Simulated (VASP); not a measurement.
These are vdW-DF-cx, VASP's PBE PAW potentials (set 64) (plane waves; VASP) values and carry that method's errors.

The input files of a VASP run:

### INCAR
```
SYSTEM = Co
PREC = Accurate
ENCUT = 520
EDIFF = 1E-6
NELM = 100
ALGO = Normal
LREAL = .FALSE.
LASPH = .TRUE.
ISMEAR = 1
SIGMA = 0.1
GGA = CX
LUSE_VDW = .TRUE.
AGGAC = 0.0
LMAXMIX = 4
ISPIN = 2
MAGMOM = 1.8 1.8
LORBIT = 10
LWAVE = .FALSE.
LCHARG = .FALSE.
IBRION = 2
ISIF = 3
NSW = 60
EDIFFG = -0.01
```

### POSCAR
```
Co
1
    1.2550000000    -2.1737240000     0.0000000000
    1.2550000000     2.1737240000     0.0000000000
    0.0000000000     0.0000000000     4.0700000000
Co
2
Direct
  0.3333330000   0.6666670000   0.2500000000
  0.6666670000   0.3333330000   0.7500000000
```

**KPOINTS**
```
Automatic mesh
0
Gamma
15 15 8
0 0 0
```

POTCAR, in this order: Co (PBE.64 set). Program: vasp_std.

The run wrote:

**OSZICAR**
```
       N       E                     dE             d eps       ncg     rms          rms(c)
DAV:   1     0.855198433972E+02    0.85520E+02   -0.83544E+03  8196   0.158E+03
DAV:   2    -0.964979152090E+01   -0.95170E+02   -0.88125E+02  8149   0.256E+02
DAV:   3    -0.118491977616E+02   -0.21994E+01   -0.21405E+01  9640   0.555E+01
DAV:   4    -0.118820021324E+02   -0.32804E-01   -0.32795E-01 11928   0.518E+00
DAV:   5    -0.118822631222E+02   -0.26099E-03   -0.26098E-03  9775   0.441E-01    0.149E+01
DAV:   6    -0.101142597828E+02    0.17680E+01   -0.15280E+01  8618   0.789E+01    0.733E+00
DAV:   7    -0.962196221245E+01    0.49230E+00   -0.21825E+00  8954   0.290E+01    0.370E+00
DAV:   8    -0.960306433228E+01    0.18898E-01   -0.18871E-02 11614   0.156E+00    0.170E+00
DAV:   9    -0.958783483444E+01    0.15229E-01   -0.49857E-03 11380   0.125E+00    0.525E-01
DAV:  10    -0.958744494507E+01    0.38989E-03   -0.66971E-04 10911   0.360E-01    0.197E-01
DAV:  11    -0.958728570202E+01    0.15924E-03   -0.12576E-04 11135   0.177E-01    0.280E-02
DAV:  12    -0.958727887195E+01    0.68301E-05   -0.71284E-06  9059   0.308E-02    0.157E-02
DAV:  13    -0.958727856561E+01    0.30634E-06   -0.18166E-06  6545   0.202E-02
   1 F= -.95872786E+01 E0= -.95874110E+01  d E =-.958728E+01  mag=     3.2572
       N       E                     dE             d eps       ncg     rms          rms(c)
DAV:   1    -0.135461086050E+02   -0.39588E+01   -0.46252E+01  8107   0.119E+02    0.175E+01
DAV:   2    -0.101109862638E+02    0.34351E+01   -0.15093E+01  8744   0.844E+01    0.939E+00
DAV:   3    -0.967539097089E+01    0.43560E+00   -0.15077E+00  8933   0.247E+01    0.439E+00
DAV:   4    -0.961667529669E+01    0.58716E-01   -0.24637E-02 10756   0.162E+00    0.152E+00
DAV:   5    -0.956632907129E+01    0.50346E-01   -0.11302E-02 12734   0.153E+00    0.329E-01
DAV:   6    -0.956631116064E+01    0.17911E-04   -0.26675E-03  9045   0.781E-01    0.146E-01
DAV:   7    -0.956643257437E+01   -0.12141E-03   -0.65770E-05  9733   0.933E-02    0.770E-02
DAV:   8    -0.956643375712E+01   -0.11827E-05   -0.12542E-05  9744   0.569E-02    0.375E-02
DAV:   9    -0.956642798253E+01    0.57746E-05   -0.29127E-06  7758   0.215E-02    0.505E-03
DAV:  10    -0.956642761412E+01    0.36842E-06   -0.30871E-07  5016   0.683E-03
   2 F= -.95664276E+01 E0= -.95664232E+01  d E =0.208510E-01  mag=     3.0300
       N       E                     dE             d eps       ncg     rms          rms(c)
DAV:   1    -0.107568492290E+02   -0.11904E+01   -0.13517E+01  8100   0.712E+01    0.829E+00
DAV:   2    -0.987298665745E+01    0.88386E+00   -0.50812E+00  8653   0.448E+01    0.500E+00
DAV:   3    -0.968192229081E+01    0.19106E+00   -0.53287E-01  8639   0.151E+01    0.240E+00
DAV:   4    -0.966589967899E+01    0.16023E-01   -0.82354E-03  9747   0.107E+00    0.959E-01
DAV:   5    -0.965082630493E+01    0.15073E-01   -0.46176E-03 12213   0.936E-01    0.175E-01
DAV:   6    -0.965089073561E+01   -0.64431E-04   -0.24944E-04  9054   0.190E-01    0.799E-02
DAV:   7    -0.965096317584E+01   -0.72440E-04   -0.18387E-05 10835   0.517E-02    0.510E-02
DAV:   8    -0.965097233780E+01   -0.91620E-05   -0.48132E-06  9175   0.308E-02    0.145E-02
DAV:   9    -0.965097295475E+01   -0.61695E-06   -0.39616E-07  4169   0.105E-02
   3 F= -.96509730E+01 E0= -.96514303E+01  d E =-.636944E-01  mag=     3.1522
       N       E                     dE             d eps       ncg     rms          rms(c)
DAV:   1    -0.965136504557E+01   -0.39271E-03   -0.44488E-03  8100   0.125E+00    0.158E-01
DAV:   2    -0.965106380339E+01    0.30124E-03   -0.16885E-03  8625   0.850E-01    0.978E-02
DAV:   3    -0.965099772768E+01    0.66076E-04   -0.18819E-04  8618   0.283E-01    0.429E-02
DAV:   4    -0.965099253420E+01    0.51935E-05   -0.22877E-06  8235   0.205E-02    0.155E-02
DAV:   5    -0.965098796608E+01    0.45681E-05   -0.90845E-07  4325   0.160E-02    0.251E-03
DAV:   6    -0.965098783298E+01    0.13310E-06   -0.48458E-07  4092   0.893E-03
   4 F= -.96509878E+01 E0= -.96514505E+01  d E =-.637093E-01  mag=     3.1498
       N       E                     dE             d eps       ncg     rms          rms(c)
DAV:   1    -0.965227777717E+01   -0.12898E-02   -0.37822E-02  9045   0.168E+00    0.212E-01
DAV:   2    -0.965147752064E+01    0.80026E-03   -0.54899E-04 10887   0.419E-01    0.108E-01
DAV:   3    -0.965121768696E+01    0.25983E-03   -0.34524E-04 10099   0.218E-01    0.294E-02
DAV:   4    -0.965122420802E+01   -0.65211E-05   -0.28911E-05  9594   0.790E-02    0.769E-03
DAV:   5    -0.965122174401E+01    0.24640E-05   -0.15044E-06  5476   0.253E-02    0.485E-03
DAV:   6    -0.965122110708E+01    0.63693E-06   -0.70163E-07  4194   0.117E-02
   5 F= -.96512211E+01 E0= -.96516786E+01  d E =-.233274E-03  mag=     3.1459
```

File OUTCAR:
```
------------------------ aborting loop because EDIFF is reached ----------------------------------------
  FORCE on cell =-STRESS in cart. coord.  units (eV):
  Direction    XX          YY          ZZ          XY          YZ          ZX
  --------------------------------------------------------------------------------------
  Total        0.0137303      0.0137303      0.0080630      0.0000000      0.0000000      0.0000000
  in kB        1.0591151      1.0591153      0.6219512      0.0000000      0.0000000      0.0000000
  external PRESSURE =       0.9133939 kB  Pullay stress =       0.0000000 kB
  volume of cell :       20.77
      direct lattice vectors                 reciprocal lattice vectors
     1.229653587 -2.129822710 -0.000000000     0.406618584 -0.234761324  0.000000000
     1.229653587  2.129822710  0.000000000     0.406618584  0.234761324 -0.000000000
     0.000000000  0.000000000  3.965450147     0.000000000 -0.000000000  0.252178180
 POSITION                                       TOTAL-FORCE (eV/Angst)
 -----------------------------------------------------------------------------------
      1.22965      0.70994      0.99136        -0.000000      0.000000      0.000000
      1.22965     -0.70994      2.97409         0.000000     -0.000000      0.000000
 -----------------------------------------------------------------------------------
    total drift:                               -0.000023     -0.000003     -0.000029
  FREE ENERGIE OF THE ION-ELECTRON SYSTEM (eV)
  ---------------------------------------------------
  free  energy   TOTEN  =        -9.6512211071 eV

  energy  without entropy=       -9.6525935459  energy(sigma->0) =       -9.65167859

 total charge

# of ion       s       p       d       tot
------------------------------------------
    1        0.507   0.559   7.300   8.366
    2        0.507   0.559   7.300   8.366
--------------------------------------------------
tot          1.013   1.117  14.601  16.731

 magnetization (x)

# of ion       s       p       d       tot
------------------------------------------
    1       -0.015  -0.049   1.642   1.578
    2       -0.015  -0.049   1.642   1.578
--------------------------------------------------
tot         -0.030  -0.098   3.284   3.156

 reached required accuracy - stopping structural energy minimisation
```
(Selected blocks of OUTCAR.)

File CONTCAR:
```
Co
   1.00000000000000
     1.2296535866179183   -2.1298227098606950   -0.0000000000000000
     1.2296535866179183    2.1298227098606950    0.0000000000000000
     0.0000000000000000    0.0000000000000000    3.9654501469551535
  Co
     2
Direct
     0.3333330000000032    0.6666669999999968    0.2500000000000000
     0.6666669999999968    0.3333330000000032    0.7500000000000000
```

**OUTCAR**
```
 val. band max:       10.6951819286   @ k =   0.4000   0.0667   0.3750

 cond. band min:      10.6995965096   @ k =   0.4000   0.0000   0.0000


 Fermi energy:        10.6961398428

 spin component 1

 k-point     1 :       0.0000    0.0000    0.0000
  band No.  band energies     occupation
      1       1.5254      1.00000
      2       5.3939      1.00000
      3       8.0979      1.00000
      4       8.1079      1.00000
      5       8.1079      1.00000
      6       8.4487      1.00000
      7       8.4487      1.00000
      8       8.8102      1.00000
      9       8.8102      1.00000
     10      10.0049      1.00000
     11      10.0049      1.00000
     12      10.6385      0.90905
     13      17.5127      0.00000
     14      33.0394      0.00000
     15      35.9542      0.00000

 k-point     2 :       0.0667    0.0000    0.0000
  band No.  band energies     occupation
      1       1.6865      1.00000
      2       5.4926      1.00000
      3       7.9110      1.00000
      4       8.1858      1.00000
      5       8.2712      1.00000
      6       8.4118      1.00000
      7       8.5176      1.00000
      8       8.7180      1.00000
      9       8.7602      1.00000
     10       9.3235      1.00000
     11      10.0268      1.00000
     12      11.5179     -0.00000
     13      17.5370      0.00000
     14      31.9439      0.00000
     15      33.9734      0.00000

 k-point     3 :       0.1333    0.0000    0.0000
  band No.  band energies     occupation
      1       2.1590      1.00000
      2       5.7574      1.00000
      3       7.6781      1.00000
      4       8.2256      1.00000
      5       8.2784      1.00000
      6       8.4108      1.00000
      7       8.5033      1.00000
      8       8.6291      1.00000
      9       8.7155      1.00000
     10       8.8677      1.00000
     11      10.0789      1.00000
     12      12.7883      0.00000
     13      17.6189      0.00000
...
```

Energy and stress use the plane-wave basis of the starting cell.

The compound is Co in the hcp structure. This run relaxes it. Symmetry was kept, so distortions that lower it aren't found.
